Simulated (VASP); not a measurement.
Input:

```xyz
2
Lattice="0.0000 1.7804 1.7804 1.7804 0.0000 1.7804 1.7804 1.7804 0.0000" Properties=species:S:1:pos:R:3 pbc="T T T"
C      0.0000     0.0000     0.0000
C      0.8902     0.8902     0.8902
```

Method: r2SCAN meta-GGA, VASP's PBE PAW potentials (set 64) (plane waves; VASP). Numerical set-up: 620 eV cut-off, 13×13×13 Γ-centred mesh, Gaussian smearing of 0.050 eV, potentials C.

Q: The ions, cell shape and volume at an external pressure of 5.0 GPa are relaxed. Which structure does the run end with?

A: 
```xyz
2
Lattice="0.0000 1.7740 1.7740 1.7740 0.0000 1.7740 1.7740 1.7740 0.0000" Properties=species:S:1:pos:R:3 pbc="T T T"
C      0.0000     0.0000     0.0000
C      0.8870     0.8870     0.8870
```
Space group Fd-3m (227), at a tolerance of 0.03 Å.

Q: How do energy and volume change from the first to the last step?

A: The energy (σ→0) changes by +1.0 meV/atom and the volume by -1.1 %, in 3 ionic steps.

```tsv
step	E(σ→0) (eV)	max force (eV/Å)	pressure (GPa)	volume (Å³)
1	-19.6659	0.000	0.22	11.29
2	-19.6562	0.000	11.57	11.01
3	-19.6640	0.000	4.94	11.17
```

The compound is C in the diamond structure. This run relaxes it under an external pressure of 5 GPa. Symmetry was kept, so distortions that lower it aren't found.
